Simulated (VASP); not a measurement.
# Al2Pt with PBEsol: from relaxation to properties, part 4 of 4

What structure does Al2Pt take at this level, and what are its properties? The start is a cell from a database of measured crystal structures.

VASP 6.6.1; PBEsol; plane waves and PAW (Al, Pt).

So far. Step 6 (Electric field gradients (PBEsol)): All gradients vanish within the noise. Step 6 (Electric field gradients (PBEsol)): The run ends at a pressure of 0.01 GPa. The relaxed cell has a = 5.896 Å (conventional setting).

The database entry behind the starting cell differs from later determinations by our own check (0.1 to 0.3 % short, probably kX units), so it need not match the best structure at ambient conditions.

## (7) Vibrations at Γ (PBEsol)

Zone-centre modes test whether the atoms sit at a minimum within this cell. IBRION = 8 takes the force constants from linear response, which needs tightly converged orbitals.

Contents of INCAR:

```
SYSTEM = Al2Pt
PREC = Accurate
ENCUT = 400
EDIFF = 1E-08
NELM = 100
ISMEAR = 1
SIGMA = 0.2
LREAL = .FALSE.
ALGO = Normal
GGA = PS
NBANDS = 14
LASPH = .TRUE.
LORBIT = 11
LWAVE = .FALSE.
LCHARG = .FALSE.
KPAR = 2
IBRION = 8
ISIF = 2
```

Contents of POSCAR:

```
Al2Pt
1.0
    0.0000000000      2.9478358275      2.9478358275
    2.9478358275      0.0000000000      2.9478358275
    2.9478358275      2.9478358275      0.0000000000
Al Pt
2 1
Direct
    0.2500000000      0.2500000000      0.2500000000
    0.7500000000      0.7500000000      0.7500000000
    0.0000000000      0.0000000000      0.0000000000
```

Contents of KPOINTS:

```
Automatic mesh
0
Gamma
11 11 11
0 0 0
```

PAW data sets: Al and Pt (PBE family, release 64).

Launch:

```sh
$ mpirun -np 2 vasp_std
```

What it wrote:

```text
[... set-up lines as in an earlier step ...]
 entering main loop
       N       E                     dE             d eps       ncg     rms          rms(c)
DAV:   1     0.359881461222E+02    0.35988E+02   -0.56276E+03  1648   0.773E+02
DAV:   2    -0.172025397785E+02   -0.53191E+02   -0.47790E+02  1896   0.153E+02
DAV:   3    -0.184060246293E+02   -0.12035E+01   -0.11971E+01  2014   0.221E+01
DAV:   4    -0.184153007267E+02   -0.92761E-02   -0.92753E-02  1826   0.231E+00
DAV:   5    -0.184154563624E+02   -0.15564E-03   -0.15563E-03  2066   0.310E-01    0.897E+00
DAV:   6    -0.178925860565E+02    0.52287E+00   -0.22950E+00  1784   0.139E+01    0.224E+00
DAV:   7    -0.177992277667E+02    0.93358E-01   -0.17322E-01  1724   0.398E+00    0.168E+00
DAV:   8    -0.177613913125E+02    0.37836E-01   -0.32558E-02  1852   0.149E+00    0.264E-01
DAV:   9    -0.177611471413E+02    0.24417E-03   -0.16717E-03  1990   0.356E-01    0.167E-01
DAV:  10    -0.177611940055E+02   -0.46864E-04   -0.19959E-04  1864   0.114E-01    0.191E-02
DAV:  11    -0.177611893424E+02    0.46631E-05   -0.15482E-05  1952   0.382E-02    0.810E-03
DAV:  12    -0.177611894091E+02   -0.66701E-07   -0.14585E-06  1742   0.815E-03    0.192E-03
DAV:  13    -0.177611893348E+02    0.74240E-07   -0.34499E-07  2018   0.545E-03    0.719E-04
DAV:  14    -0.177611893438E+02   -0.89900E-08   -0.88244E-09  1312   0.845E-04
   1 F= -.17761189E+02 E0= -.17761029E+02  d E =-.481646E-03
 Linear response reoptimize wavefunctions to high precision
DAV:   1    -0.177611893463E+02   -0.24554E-08   -0.55499E-10  1366   0.206E-04
DAV:   2    -0.177611893463E+02   -0.28535E-10   -0.94665E-11  1000   0.759E-05
 Linear response DOF=           2
 Linear response progress:
  Degree of freedom:   1/  2
       N       E                     dE             d eps       ncg     rms          rms(c)
RMM:   1    -0.676357554502E-02   -0.67636E-02    0.14130E-02 15296   0.610E-01
RMM:   2    -0.694168166570E-02   -0.17811E-03   -0.26086E-04  9380   0.108E-01    0.734E-02
RMM:   3    -0.692720577917E-02    0.14476E-04   -0.13992E-04  9706   0.620E-02    0.372E-02
RMM:   4    -0.699353631382E-02   -0.66331E-04   -0.54505E-05  9746   0.377E-02    0.964E-03
RMM:   5    -0.699540595966E-02   -0.18696E-05   -0.20305E-06  9915   0.917E-03    0.137E-03
RMM:   6    -0.699518155877E-02    0.22440E-06   -0.12935E-07 10008   0.220E-03    0.355E-04
RMM:   7    -0.699376067701E-02    0.14209E-05   -0.30127E-09 10152   0.604E-04    0.119E-04
RMM:   8    -0.699374282256E-02    0.17854E-07   -0.34817E-09 10364   0.116E-04    0.264E-05
RMM:   9    -0.699376037362E-02   -0.17551E-07   -0.11481E-08 10493   0.365E-05    0.690E-06
RMM:  10    -0.699377572618E-02   -0.15353E-07   -0.46526E-09 10356   0.103E-05    0.127E-06
RMM:  11    -0.699377426525E-02    0.14609E-08   -0.23727E-09  9380   0.318E-06    0.693E-07
 first order change of Fermi-energy   0.68922E-05
 force on displaced ion       1 direction 1 :  -6.595  -0.000  -0.000
 Linear response progress:
  Degree of freedom:   2/  2
       N       E                     dE             d eps       ncg     rms          rms(c)
RMM:   1    -0.256863970445E+00   -0.25686E+00   -0.25526E-01  5964   0.340E+00
RMM:   2    -0.255737059968E+00    0.11269E-02   -0.41553E-03  5368   0.442E-01    0.154E-01
RMM:   3    -0.255776266201E+00   -0.39206E-04   -0.26225E-04  6033   0.114E-01    0.854E-02
RMM:   4    -0.256448642990E+00   -0.67238E-03   -0.52671E-04  5918   0.137E-01    0.136E-02
RMM:   5    -0.256234385781E+00    0.21426E-03   -0.62311E-05  5878   0.487E-02    0.105E-02
RMM:   6    -0.256347898171E+00   -0.11351E-03   -0.23530E-05  5888   0.288E-02    0.483E-03
RMM:   7    -0.256267261029E+00    0.80637E-04   -0.50965E-07  6113   0.556E-03    0.995E-04
RMM:   8    -0.256257391727E+00    0.98693E-05   -0.16264E-07  6125   0.227E-03    0.111E-04
RMM:   9    -0.256257799647E+00   -0.40792E-06   -0.77687E-10  6302   0.366E-04    0.490E-05
RMM:  10    -0.256257710086E+00    0.89562E-07   -0.76502E-10  6304   0.885E-05    0.756E-06
RMM:  11    -0.256257650902E+00    0.59184E-07    0.20836E-09  6380   0.222E-05    0.539E-06
RMM:  12    -0.256257717574E+00   -0.66673E-07    0.22721E-09  6326   0.159E-05    0.596E-07
RMM:  13    -0.256257732157E+00   -0.14583E-07    0.20774E-09  6384   0.105E-05    0.444E-07
RMM:  14    -0.256257724335E+00    0.78224E-08    0.16171E-09  3264   0.840E-06    0.144E-07
 first order change of Fermi-energy   0.29184E-03
 force on displaced ion       3 direction 1 :  -8.842   0.000   0.000
 Linear response finished
```

It took 85 s on 2 MPI ranks of Intel Xeon Platinum 8488C (Sapphire Rapids), shared host; peak memory 0.68 GiB; 2.5 min of CPU time.

Parts of OUTCAR (step 7):

```text
   k-points           NKPTS =     56   k-points in BZ     NKDIM =     56   number of bands    NBANDS=     14

   NELECT =      16.0000    total number of electrons

  Total        0.0062191      0.0062191      0.0062191      0.0000000     -0.0000000      0.0000000
  in kB        0.1944902      0.1944902      0.1944902      0.0000000     -0.0000000      0.0000000
  external PRESSURE =       0.1944902 kB  Pullay stress =       0.0000000 kB

 POSITION                                       TOTAL-FORCE (eV/Angst)
 -----------------------------------------------------------------------------------
      1.47392      1.47392      1.47392        -0.000000     -0.000000     -0.000000
      4.42175      4.42175      4.42175         0.000000      0.000000      0.000000
      0.00000      0.00000      0.00000         0.000000     -0.000000     -0.000000
 -----------------------------------------------------------------------------------
    total drift:                               -0.000000     -0.000000      0.000000

 Eigenvectors and eigenvalues of the dynamical matrix
 ----------------------------------------------------

   1 f  =    8.912493 THz    55.998845 2PiTHz  297.288768 cm-1    36.859093 meV
             X         Y         Z           dx          dy          dz
      1.473918  1.473918  1.473918    -0.304632    0.638122   -0.000000
      4.421754  4.421754  4.421754     0.304632   -0.638122    0.000000
      0.000000  0.000000  0.000000     0.000000    0.000000    0.000000

   2 f  =    8.912493 THz    55.998845 2PiTHz  297.288768 cm-1    36.859093 meV
             X         Y         Z           dx          dy          dz
      1.473918  1.473918  1.473918     0.638122    0.304632    0.000000
      4.421754  4.421754  4.421754    -0.638122   -0.304632   -0.000000
      0.000000  0.000000  0.000000    -0.000000    0.000000    0.000000

   3 f  =    8.912493 THz    55.998845 2PiTHz  297.288768 cm-1    36.859093 meV
             X         Y         Z           dx          dy          dz
      1.473918  1.473918  1.473918     0.000000   -0.000000   -0.707107
      4.421754  4.421754  4.421754     0.000000    0.000000    0.707107
      0.000000  0.000000  0.000000    -0.000000   -0.000000    0.000000

   4 f  =    7.149807 THz    44.923565 2PiTHz  238.491904 cm-1    29.569214 meV
             X         Y         Z           dx          dy          dz
      1.473918  1.473918  1.473918    -0.001298    0.007221   -0.625775
      4.421754  4.421754  4.421754    -0.001298    0.007221   -0.625775
      0.000000  0.000000  0.000000     0.000965   -0.005371    0.465482

   5 f  =    7.149807 THz    44.923565 2PiTHz  238.491904 cm-1    29.569214 meV
             X         Y         Z           dx          dy          dz
      1.473918  1.473918  1.473918     0.065367    0.622355    0.007046
      4.421754  4.421754  4.421754     0.065367    0.622355    0.007046
      0.000000  0.000000  0.000000    -0.048623   -0.462938   -0.005241

   6 f  =    7.149807 THz    44.923565 2PiTHz  238.491904 cm-1    29.569214 meV
             X         Y         Z           dx          dy          dz
      1.473918  1.473918  1.473918    -0.622394    0.065348    0.002045
      4.421754  4.421754  4.421754    -0.622394    0.065348    0.002045
      0.000000  0.000000  0.000000     0.462967   -0.048609   -0.001521

   7 f/i=    0.000219 THz     0.001373 2PiTHz    0.007292 cm-1     0.000904 meV
             X         Y         Z           dx          dy          dz
      1.473918  1.473918  1.473918     0.282317   -0.167308   -0.025631
      4.421754  4.421754  4.421754     0.282317   -0.167308   -0.025631
      0.000000  0.000000  0.000000     0.759070   -0.449845   -0.068914

   8 f/i=    0.000219 THz     0.001373 2PiTHz    0.007292 cm-1     0.000904 meV
             X         Y         Z           dx          dy          dz
      1.473918  1.473918  1.473918     0.084765    0.096608    0.303041
      4.421754  4.421754  4.421754     0.084765    0.096608    0.303041
      0.000000  0.000000  0.000000     0.227908    0.259751    0.814791

   9 f/i=    0.000219 THz     0.001373 2PiTHz    0.007292 cm-1     0.000904 meV
             X         Y         Z           dx          dy          dz
      1.473918  1.473918  1.473918     0.146506    0.266508   -0.125941
      4.421754  4.421754  4.421754     0.146506    0.266508   -0.125941
      0.000000  0.000000  0.000000     0.393913    0.716565   -0.338620

 ELASTIC MODULI CONTR FROM IONIC RELAXATION (kBar)
 Direction    XX          YY          ZZ          XY          YZ          ZX
 --------------------------------------------------------------------------------
 XX          -0.0000      0.0000      0.0000      0.0000      0.0000      0.0000
 YY           0.0000     -0.0000     -0.0000      0.0000     -0.0000      0.0000
 ZZ           0.0000     -0.0000     -0.0000      0.0000     -0.0000      0.0000
 XY           0.0000      0.0000      0.0000   -435.8417      0.0000      0.0000
 YZ           0.0000     -0.0000     -0.0000      0.0000   -435.8417     -0.0000
 ZX           0.0000      0.0000      0.0000      0.0000     -0.0000   -435.8417
 --------------------------------------------------------------------------------

[... 6 parts as in an earlier step ...]

[... 4 further parts left out ...]
```

Energies printed during the response cycles are not total energies of the cell.

Numbers from this step:

```yaml
irreducible_k_points: 56
pressure_of_the_cell: 0.01945 GPa
largest_force_of_the_cell: 0 eV/Å
fermi_energy: 7.858 eV
```

Modes at Γ, with each element's share of the kinetic energy:

| mode | frequency (cm⁻¹) | symmetry | Al % | Pt % |
| --- | --- | --- | --- | --- |
| 1 | 0.0 | acoustic | 22 | 78 |
| 2 | 0.0 | acoustic | 22 | 78 |
| 3 | 0.0 | acoustic | 22 | 78 |
| 4 | 238.5 | T1u | 78 | 22 |
| 5 | 238.5 | T1u | 78 | 22 |
| 6 | 238.5 | T1u | 78 | 22 |
| 7 | 297.3 | T2g | 100 | 0 |
| 8 | 297.3 | T2g | 100 | 0 |
| 9 | 297.3 | T2g | 100 | 0 |

Displacements in mode 6 (238.5 cm⁻¹), the largest set to 1:
```
Al1  0.00  0.01 -1.00
Al2  0.00  0.01 -1.00
Pt3  0.00  0.00  0.28
```

Displacements in mode 9 (297.3 cm⁻¹), the largest set to 1:
```
Al1 -0.48  1.00  0.00
Al2  0.48 -1.00  0.00
Pt3  0.00  0.00  0.00
```

The three acoustic modes come out at zero, and all others are real. By the characters of their eigenvectors the optical modes sort into (cm⁻¹) Raman active: T2g 297; infrared active: T1u 238. With a centre of inversion no mode is active in both.

## (8) Total energy, forces and stress (PBEsol) with a changed input

A single point gives energy, forces and stress at these settings. Some settings are moved from the usual, to see what they do.

INCAR: that of step 7 with these lines changed.

```diff
@@ -2,4 +2,4 @@
 PREC = Accurate
-ENCUT = 400
-EDIFF = 1E-08
+ENCUT = 300
+EDIFF = 1E-06
 NELM = 100
@@ -16,3 +16,3 @@
 KPAR = 2
-IBRION = 8
 ISIF = 2
+ISYM = 1
```

POSCAR is that of step 7.

Contents of KPOINTS:

```
Automatic mesh
0
Gamma
7 7 7
0 0 0
```

Launch:

```sh
$ mpirun -np 2 vasp_std
```

What it wrote:

```text
[... set-up lines as in an earlier step ...]
 entering main loop
       N       E                     dE             d eps       ncg     rms          rms(c)
DAV:   1     0.192607408274E+02    0.19261E+02   -0.48430E+03   640   0.601E+02
DAV:   2    -0.177434246807E+02   -0.37004E+02   -0.33611E+02   704   0.129E+02
DAV:   3    -0.184088412186E+02   -0.66542E+00   -0.66327E+00   716   0.158E+01
DAV:   4    -0.184133760915E+02   -0.45349E-02   -0.45346E-02   682   0.157E+00
DAV:   5    -0.184134450801E+02   -0.68989E-04   -0.68989E-04   728   0.198E-01    0.894E+00
DAV:   6    -0.178885095938E+02    0.52494E+00   -0.22757E+00   638   0.139E+01    0.227E+00
DAV:   7    -0.177953135849E+02    0.93196E-01   -0.17053E-01   602   0.389E+00    0.168E+00
DAV:   8    -0.177576229698E+02    0.37691E-01   -0.31729E-02   668   0.147E+00    0.267E-01
DAV:   9    -0.177574015072E+02    0.22146E-03   -0.15334E-03   704   0.340E-01    0.171E-01
DAV:  10    -0.177574567155E+02   -0.55208E-04   -0.18773E-04   676   0.108E-01    0.184E-02
DAV:  11    -0.177574522623E+02    0.44532E-05   -0.13740E-05   698   0.357E-02    0.752E-03
DAV:  12    -0.177574523676E+02   -0.10535E-06   -0.13678E-06   512   0.803E-03
   1 F= -.17757452E+02 E0= -.17754712E+02  d E =-.822184E-02
```

It took 4 s on 2 MPI ranks; peak memory 0.25 GiB.

Parts of OUTCAR (step 8):

```text
   ENCUT  =  300.0 eV  22.05 Ry    4.70 a.u.   5.89  5.89  5.89*2*pi/ulx,y,z

   NELECT =      16.0000    total number of electrons

 E-fermi :   7.8523

 k-point     1 :       0.0000    0.0000    0.0000
  band No.  band energies     occupation
    ...
      2       2.7794      2.00000
      3       2.7794      2.00000
      4       2.7794      2.00000
      5       4.1424      2.00000
      6       4.1424      2.00000
      7      10.9268     -0.00000
      8      11.6797     -0.00000
      9      11.6797     -0.00000
     10      11.6797     -0.00000
     11      13.3466      0.00000
    ...

  Total       -0.0534329     -0.0534329     -0.0534329      0.0000000      0.0000000      0.0000000
  in kB       -1.6710110     -1.6710110     -1.6710110      0.0000000      0.0000000      0.0000000
  external PRESSURE =      -1.6710110 kB  Pullay stress =       0.0000000 kB

 POSITION                                       TOTAL-FORCE (eV/Angst)
 -----------------------------------------------------------------------------------
      1.47392      1.47392      1.47392        -0.000000     -0.000000     -0.000000
      4.42175      4.42175      4.42175         0.000000      0.000000      0.000000
      0.00000      0.00000      0.00000         0.000000     -0.000000      0.000000
 -----------------------------------------------------------------------------------
    total drift:                               -0.000000      0.000000      0.000000

  FREE ENERGIE OF THE ION-ELECTRON SYSTEM (eV)
  ---------------------------------------------------
  free  energy   TOTEN  =       -17.7574523676 eV

  energy  without entropy=      -17.7492305277  energy(sigma->0) =      -17.75471175

[... 5 parts as in an earlier step ...]

[... 11 further parts left out ...]
```

The run converged, and its energy and pressure stay near those of the sound run.

Against the sound run on this cell (electric field gradients (PBEsol)) the energy at zero smearing moves by -0.5 meV an atom and the pressure by -0.17 GPa.

Settings moved from the usual: ENCUT = 300 and ISYM = 1.

The cutoff falls from 400 to 300 eV, which shrinks the basis; the stress suffers most (Pulay stress), and PAW energies need not rise evenly as the basis shrinks.

## (9) Results

```json
{"relaxed volume": "17.08 Å³/atom", "relaxed conventional cell a, b, c": "5.896, 5.896, 5.896 Å", "space group after relaxing, within 0.02 Å": "Fm-3m (No. 225)", "band gap": "none, a metal", "DOS at the Fermi level": "1.22 states/eV/cell", "largest field gradient Vzz": "zero within the noise on all sites", "highest zone-centre mode": "297 cm⁻¹"}
```

In words: With PBEsol, Al2Pt relaxes to 17.08 Å³/atom in space group Fm-3m (held by the symmetry of the run) and comes out as a metal. Against the listed cell the volume lies -0.7 %. Band structure (PBEsol): Of the bands kept, 3 cross the Fermi level on this path. Vibrations at Γ (PBEsol): The highest mode in this list at Γ, 297.3 cm⁻¹, is mostly motion of Al (100 % of the kinetic energy). Spin-orbit coupling is left out, and with elements this heavy it would split and shift bands near the Fermi level. The k-sampling is coarse for a metal, so the Fermi level, pressures and the shape of the cell carry errors. Modes at Γ alone can't show that the crystal is stable at other wave vectors. No search among competing phases was made, and a listed structure need not be the one stable at ambient conditions. All values are for a static lattice at zero temperature.

[Lines on the potential files, build, host, timing and source positions are cut from VASP's logs without a mark.]

[Logs are printed without paths, hosts, clocks, repeated set-up lines and the standing remarks that a program may print on its own settings, such as how far it seeks lower states.]

[Hosts, paths, dates, database ids (printed as entryN), source tags and the programs' standing remarks are cut or masked in the printed files.]

[A measured line is paired with the nearest computed mode of its activity, which favours agreement.]

[In band tables of VASP the shares of atoms and orbitals are scaled to a sum of 1 inside the atoms' spheres.]
